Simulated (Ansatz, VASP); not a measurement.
## Cross-check of Cu (Cu slab, plane (1, 1, 1)) between VASP and Ansatz

Aim: how closely do two programs agree when they are given the same cell, functional and k mesh? The structure shown is the end of the VASP relaxation below.

Main program and level: Ansatz 0.2.0; plane waves, with VASP 6.6.1 beside it; single point at PBEsol.

## (1) The starting structure

The cell holds 10 atoms: 10 Cu. Cell: a = 2.556 Å, b = 2.556 Å, c = 29.784 Å, α = 90.0°, β = 90.0°, γ = 120.0°. Vacuum lies along c.

Coordinates:

```xyz
10
Lattice="2.5562 0.0000 0.0000 -1.2781 2.2137 0.0000 0.0000 0.0000 29.7839" Properties=species:S:1:pos:R:3
Cu    0.0000    0.0000    5.0000
Cu    0.0000    1.4758    7.0871
Cu    1.2781    0.7379    9.1112
Cu    0.0000    0.0000   11.1512
Cu    0.0000    1.4758   13.1894
Cu    1.2781    0.7379   15.2318
Cu    0.0000    0.0000   17.2736
Cu    0.0000    1.4758   19.3151
Cu    1.2781    0.7379   21.3404
Cu    0.0000    0.0000   23.3578
```

## (2) VASP: relaxation, PBEsol

This run makes the geometry at which the two programs are then compared.

Lines of VASP's logs that name or quote its potential files are left out, and so is its time.

INCAR reads:

```
SYSTEM = Cu
PREC = Normal
ENCUT = 300
EDIFF = 1E-05
NELM = 120
ISMEAR = -1
SIGMA = 0.1
LREAL = Auto
ALGO = Fast
GGA = PS
NBANDS = 68
LORBIT = 11
LWAVE = .FALSE.
LCHARG = .FALSE.
KPAR = 4
IBRION = 2
NSW = 60
ISIF = 2
EDIFFG = -0.03
POTIM = 0.4
MAXMIX = 40
```

POSCAR reads:

```
Cu
1.0
    2.5561627297      0.0000000000      0.0000000000
   -1.2780813649      2.2137018601      0.0000000000
    0.0000000000      0.0000000000     29.7838831619
Cu
10
Selective dynamics
Direct
    0.9999999998      0.9999999999      0.1678760279  F F F
    0.3333333332      0.6666666665      0.2379507766  F F F
    0.6666666665      0.3333333332      0.3080255254  T T T
    0.9999999999      0.9999999999      0.3781002741  T T T
    0.3333333332      0.6666666666      0.4481750228  T T T
    0.6666666666      0.3333333333      0.5182497716  T T T
    0.9999999999      1.0000000000      0.5883245203  T T T
    0.3333333333      0.6666666666      0.6583992691  T T T
    0.6666666666      0.3333333333      0.7284740178  T T T
    0.0000000000      0.0000000000      0.7985487665  T T T
```

KPOINTS reads:

```
Automatic mesh
0
Gamma
10 10 1
0 0 0
```

Potentials, in the order of the species: Cu (PBE family, release 64).

On the command line:

```console
$ mpirun -np 4 vasp_std
```

Numbers of over 12 decimals in the logs are rounded to 6 here.

The program printed:

```text
[banner, memory and clock lines left out]
running    4 mpi-ranks, on    1 nodes
 distrk:  each k-point on    1 cores,    4 groups
 distr:  one band on    1 cores,    1 groups

 POSCAR found type information on POSCAR Cu
 POSCAR found :  1 types and      10 ions
|                                                                             |
|               ----> ADVICE to this user running VASP <----                  |
|                                                                             |
|     You enforced a specific xc type in the INCAR file but a different       |
|     [... a line on the potential file left out ...]
|     I HOPE YOU KNOW WHAT YOU ARE DOING!                                     |
|                                                                             |

 LDA part: xc-table for (Slater+PW92), standard interpolation
 POSCAR, INCAR and KPOINTS ok, starting setup
 FFT: planning ... GRIDC
 FFT: planning ... GRID_SOFT
 FFT: planning ... GRID
 WAVECAR not read
 entering main loop
       N       E                     dE             d eps       ncg     rms          rms(c)
DAV:   1     0.889779205296E+03    0.88978E+03   -0.34153E+04  1928   0.175E+03
DAV:   2     0.641903004351E+02   -0.82559E+03   -0.79836E+03  1904   0.400E+02
DAV:   3    -0.481120845960E+02   -0.11230E+03   -0.10200E+03  1944   0.193E+02
DAV:   4    -0.522681355624E+02   -0.41561E+01   -0.41182E+01  2092   0.523E+01
DAV:   5    -0.523514800446E+02   -0.83344E-01   -0.83278E-01  2220   0.653E+00    0.262E+01
RMM:   6    -0.460545452765E+02    0.62969E+01   -0.11177E+02  1910   0.102E+02    0.147E+01
RMM:   7    -0.424207390821E+02    0.36338E+01   -0.23342E+01  1912   0.505E+01    0.412E+00
RMM:   8    -0.420608517946E+02    0.35989E+00   -0.95703E-01  1930   0.640E+00    0.250E+00
RMM:   9    -0.419165504701E+02    0.14430E+00   -0.36334E-01  1925   0.447E+00    0.868E-01
RMM:  10    -0.418787178714E+02    0.37833E-01   -0.13304E-01  1950   0.255E+00    0.622E-01
RMM:  11    -0.418754266808E+02    0.32912E-02   -0.48887E-02  1960   0.148E+00    0.369E-01
RMM:  12    -0.418775383841E+02   -0.21117E-02   -0.16815E-02  2153   0.647E-01    0.356E-01
RMM:  13    -0.418724016832E+02    0.51367E-02   -0.38128E-03  1909   0.485E-01    0.146E-01
RMM:  14    -0.418719675385E+02    0.43414E-03   -0.18989E-03  1927   0.284E-01    0.109E-01
RMM:  15    -0.418717282655E+02    0.23927E-03   -0.86798E-04  1903   0.236E-01    0.406E-02
RMM:  16    -0.418716316061E+02    0.96659E-04   -0.36088E-04  2006   0.112E-01    0.429E-02
RMM:  17    -0.418715801700E+02    0.51436E-04   -0.12781E-04  1826   0.862E-02    0.193E-02
RMM:  18    -0.418715831757E+02   -0.30058E-05   -0.78711E-05  1659   0.504E-02
   1 F= -.41871583E+02 E0= -.41811282E+02  d E =-.418716E+02
[... from here on, the cycles between the ionic steps are left out ...]
   2 F= -.41875000E+02 E0= -.41814792E+02  d E =-.341667E-02
   3 F= -.41882129E+02 E0= -.41822423E+02  d E =-.105457E-01
  26 F= -.41936746E+02 E0= -.41882041E+02  d E =-.494324E-02
  27 F= -.41937766E+02 E0= -.41883452E+02  d E =-.596332E-02
  28 F= -.41937754E+02 E0= -.41883351E+02  d E =-.595139E-02
  29 F= -.41939037E+02 E0= -.41884929E+02  d E =-.128295E-02
  30 F= -.41939274E+02 E0= -.41885317E+02  d E =-.152003E-02
  31 F= -.41940127E+02 E0= -.41886266E+02  d E =-.852393E-03
  32 F= -.41940382E+02 E0= -.41886585E+02  d E =-.110748E-02
  33 F= -.41940413E+02 E0= -.41886653E+02  d E =-.113867E-02
  34 F= -.41940763E+02 E0= -.41887156E+02  d E =-.350231E-03
  35 F= -.41940746E+02 E0= -.41887121E+02  d E =-.332752E-03
  36 F= -.41940755E+02 E0= -.41887135E+02  d E =-.341697E-03
 curvature:  -0.02 expect dE=-0.118E-05 dE for cont linesearch -0.296E-07
 ZBRENT: accuracy reached
 trial: gam= 0.38664 g(F)=  0.707E-04 g(S)=  0.000E+00 ort = 0.228E-04 (trialstep = 0.335E+01)
 search vector abs. value=  0.132E-03
 bond charge predicted
       N       E                     dE             d eps       ncg     rms          rms(c)
DAV:   1    -0.419405342799E+02    0.21761E-03   -0.32064E-01  1984   0.227E+00    0.361E-02
RMM:   2    -0.419408216109E+02   -0.28733E-03   -0.31311E-03  1925   0.481E-01    0.378E-02
RMM:   3    -0.419409545625E+02   -0.13295E-03   -0.15873E-03  2349   0.226E-01    0.408E-02
RMM:   4    -0.419409617283E+02   -0.71658E-05   -0.13416E-04  1859   0.677E-02    0.257E-02
RMM:   5    -0.419409731290E+02   -0.11401E-04   -0.37907E-05  1279   0.336E-02    0.331E-02
RMM:   6    -0.419409651161E+02    0.80129E-05   -0.55188E-05  1677   0.548E-02
  37 F= -.41940965E+02 E0= -.41887346E+02  d E =-.210533E-03
 trial-energy change:   -0.000211  1 .order   -0.000150   -0.000266   -0.000033
 step:   3.5270(harm=  3.8229)  dis= 0.00333  next Energy=   -41.940966 (dE=-0.211E-03)
 reached required accuracy - stopping structural energy minimisation
```

From OUTCAR (step 2):

```text
ion  position               nearest neighbor table
   1  1.000  1.000  0.168-   2 2.56   2 2.56   2 2.56
   2  0.333  0.667  0.238-   1 2.56   1 2.56   1 2.56   3 2.56   3 2.56   3 2.56
   3  0.667  0.333  0.308-   4 2.56   4 2.56   4 2.56   2 2.56   2 2.56   2 2.56
   4  1.000  1.000  0.378-   3 2.56   5 2.56   5 2.56   3 2.56   5 2.56   3 2.56
   5  0.333  0.667  0.448-   4 2.56   4 2.56   4 2.56   6 2.56   6 2.56   6 2.56
   6  0.667  0.333  0.518-   7 2.56   7 2.56   7 2.56   5 2.56   5 2.56   5 2.56
   7  1.000  0.000  0.588-   6 2.56   6 2.56   6 2.56   8 2.56   8 2.56   8 2.56
   8  0.333  0.667  0.658-   9 2.56   9 2.56   9 2.56   7 2.56   7 2.56   7 2.56
   9  0.667  0.333  0.728-  10 2.56   8 2.56   8 2.56   8 2.56  10 2.56  10 2.56
  10  0.000  0.000  0.799-   9 2.56   9 2.56   9 2.56

  LATTYP: Found a hexagonal cell.
 ALAT       =     2.5561627297
 C/A-ratio  =    11.6517946279

 Subroutine GETGRP returns: Found 12 space group operations
 (whereof  6 operations were pure point group operations)

The static configuration has the point symmetry C_3v.
 The point group associated with its full space group is D_3d.

 Found     14 irreducible k-points:

   k-points           NKPTS =     14   k-points in BZ     NKDIM =     14   number of bands    NBANDS=     68

   dimension x,y,z NGX =    12 NGY =   12 NGZ =  126
   dimension x,y,z NGXF=    24 NGYF=   24 NGZF=  252

   ENCUT  =  300.0 eV  22.05 Ry    4.70 a.u.   3.61  3.61 42.06*2*pi/ulx,y,z

   NELECT =     110.0000    total number of electrons

 k-points in reciprocal lattice and weights: Automatic mesh
   0.00000000  0.00000000  0.00000000       0.010
   0.10000000  0.00000000  0.00000000       0.060
   0.20000000  0.00000000  0.00000000       0.060
   0.30000000  0.00000000  0.00000000       0.060
   0.40000000  0.00000000  0.00000000       0.060
   0.50000000  0.00000000  0.00000000       0.030
   0.10000000  0.10000000  0.00000000       0.060
   0.20000000  0.10000000  0.00000000       0.120
   0.30000000  0.10000000  0.00000000       0.120
[...]
0.40000000  0.20000000  0.00000000       0.060
   0.30000000  0.30000000  0.00000000       0.060

 average (electrostatic) potential at core
       1 -66.9744       2 -67.2173       3 -67.2206       4 -67.2457       5 -67.2344
       6 -67.2314       7 -67.2463       8 -67.2224       9 -67.2468      10 -67.0131

 E-fermi :   3.7629

 k-point     1 :       0.0000    0.0000    0.0000
  band No.  band energies     occupation
    ...
     57       2.1429      2.00000
     58       2.1703      2.00000
     59       2.1703      2.00000
     60       3.1832      1.99395
     61       3.3573      1.96597
     62       7.9751      0.00000
     63       8.2191      0.00000
     64       9.1408      0.00000
     65       9.6490      0.00000
     66      11.3109      0.00000
    ...

 k-point     2 :       0.1000    0.0000    0.0000
  band No.  band energies     occupation
    ...
     55       2.1363      2.00000
     56       2.1500      2.00000
     57       2.1794      2.00000
     58       2.5056      1.99999
     59       3.1005      1.99735
     60       3.9059      0.38623
     61       4.1897      0.02763
     62       8.2638      0.00000
     63       8.3860      0.00000
     64       9.4007      0.00000
    ...

 k-point     3 :       0.2000    0.0000    0.0000
  band No.  band energies     occupation
    ...
     54       2.1651      2.00000
     55       2.2007      2.00000
     56       2.2352      2.00000
     57       2.7046      1.99995
     58       3.3546      1.96684
     59       4.2274      0.01904
     60       5.2257      0.00000
     61       5.7663      0.00000
     62       8.8977      0.00000
     63       9.1284      0.00000
    ...

  Total       -5.6102311     -5.6102311     -3.0034553      0.0000000      0.0000000      0.0000000
  in kB      -53.3337828    -53.3337828    -28.5524123      0.0000000      0.0000000      0.0000000
  external PRESSURE =     -45.0733260 kB  Pullay stress =       0.0000000 kB

  energy-cutoff  :      300.00
  volume of cell :      168.53
      direct lattice vectors                 reciprocal lattice vectors
     2.556162730  0.000000000  0.000000000     0.391211400  0.225866007  0.000000000
    -1.278081365  2.213701860  0.000000000     0.000000000  0.451732014  0.000000000
     0.000000000  0.000000000 29.783883162     0.000000000  0.000000000  0.033575206

 POSITION                                       TOTAL-FORCE (eV/Angst)
 -----------------------------------------------------------------------------------
      1.27808      2.21370      5.00000        -0.000000      0.000000      0.268951
     -0.00000      1.47580      7.08710        -0.000000     -0.000000     -0.251945
      1.27808      0.73790      9.11116        -0.000000     -0.000000      0.007010
      1.27808      2.21370     11.15120        -0.000000     -0.000000      0.002444
     -0.00000      1.47580     13.18942        -0.000000     -0.000000     -0.008862
      1.27808      0.73790     15.23180         0.000000     -0.000000      0.005516
      2.55616      0.00000     17.27359         0.000000     -0.000000     -0.011264
     -0.00000      1.47580     19.31510        -0.000000     -0.000000     -0.002273
      1.27808      0.73790     21.34038        -0.000000     -0.000000     -0.007685
      0.00000      0.00000     23.35784         0.000000     -0.000000     -0.001891
 -----------------------------------------------------------------------------------
    total drift:                               -0.000008     -0.000015      0.018410

  FREE ENERGIE OF THE ION-ELECTRON SYSTEM (eV)
  ---------------------------------------------------
  free  energy   TOTEN  =       -41.9409651161 eV

  energy  without entropy=      -41.8337275947  energy(sigma->0) =      -41.88734636

 reached required accuracy - stopping structural energy minimisation

 total charge
# of ion       s       p       d       tot
------------------------------------------
    1        0.456   0.294   9.180   9.930
    2        0.452   0.390   9.177  10.019
    3        0.460   0.408   9.169  10.036
    4        0.458   0.402   9.170  10.031
    5        0.459   0.402   9.171  10.032
    6        0.459   0.401   9.170  10.031
    7        0.458   0.401   9.171  10.030
    8        0.460   0.407   9.169  10.036
    9        0.457   0.403   9.179  10.038
   10        0.461   0.306   9.182   9.950
--------------------------------------------------
tot          4.578   3.815  91.737 100.131

[... 3 further parts left out ...]
```

CONTCAR:

```
Cu
   1.00000000000000
     2.5561627297000000    0.0000000000000000    0.0000000000000000
    -1.2780813649000000    2.2137018601000000    0.0000000000000000
     0.0000000000000000    0.0000000000000000   29.7838831619000004
  Cu
    10
Selective dynamics
Direct
     0.9999999997999964    0.9999999998999982    0.1678760279000002   F   F   F
     0.3333333332000024    0.6666666664999994    0.2379507766000017   F   F   F
     0.6666666664999994    0.3333333332000024    0.3059090679737771   T   T   T
     0.9999999998999982    0.9999999998999982    0.3744036956344844   T   T   T
     0.3333333332000024    0.6666666666000012    0.4428376159909310   T   T   T
     0.6666666666000012    0.3333333332999970    0.5114106970569002   T   T   T
     0.9999999998999982    0.0000000000000000    0.5799644408150791   T   T   T
     0.3333333332999970    0.6666666666000012    0.6485083738202959   T   T   T
     0.6666666666000012    0.3333333332999970    0.7165076087708733   T   T   T
     0.0000000000000000    0.0000000000000000    0.7842442418896788   T   T   T
```

[end of part 1 of 2]

[Lines on the potential files, build, host, timing and source positions are cut from VASP's logs without a mark.]

[Logs are printed without paths, hosts, clocks, repeated set-up lines and the standing remarks that a program may print on its own settings, such as how far it seeks lower states.]

[Hosts, paths, dates, database ids (printed as entryN), source tags and the programs' standing remarks are cut or masked in the printed files.]
